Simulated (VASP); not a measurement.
**GaAs (relaxed from the zinc blende structure, space group F-43m): computed properties**

All values below come from PBEsol GGA, VASP's PBE PAW potentials (set 64) (plane waves; VASP 6.6.1).

For GaAs, the space group is F-43m (216) and the cell is a = b = c = 5.657 Å, α = β = γ = 90.00°. The volume per atom is 22.62 Å³/atom. The band gap (over mesh and band path) comes out as 0.44 eV, the smallest direct gap (over mesh and band path) comes out as 0.44 eV and the band-edge character is direct, Γ to Γ. The density is 5.31 g/cm³.

```cif
data_AsGa
_chemical_formula_sum 'Ga1 As1'
_space_group_name_H-M_alt 'P 1'
_space_group_IT_number 1
_cell_length_a 3.99986
_cell_length_b 3.99986
_cell_length_c 3.99986
_cell_angle_alpha 60.000
_cell_angle_beta 60.000
_cell_angle_gamma 60.000
loop_
_space_group_symop_operation_xyz
  'x, y, z'
loop_
_atom_site_label
_atom_site_type_symbol
_atom_site_fract_x
_atom_site_fract_y
_atom_site_fract_z
_atom_site_occupancy
Ga1 Ga 0.00000 0.00000 0.00000 1
As1 As 0.25000 0.25000 0.25000 1
```

The structure was generated: GaAs was put into the zinc blende type (F-43m), which need not be its known phase. It was relaxed first. Symmetry was kept, so distortions that lower it aren't found.
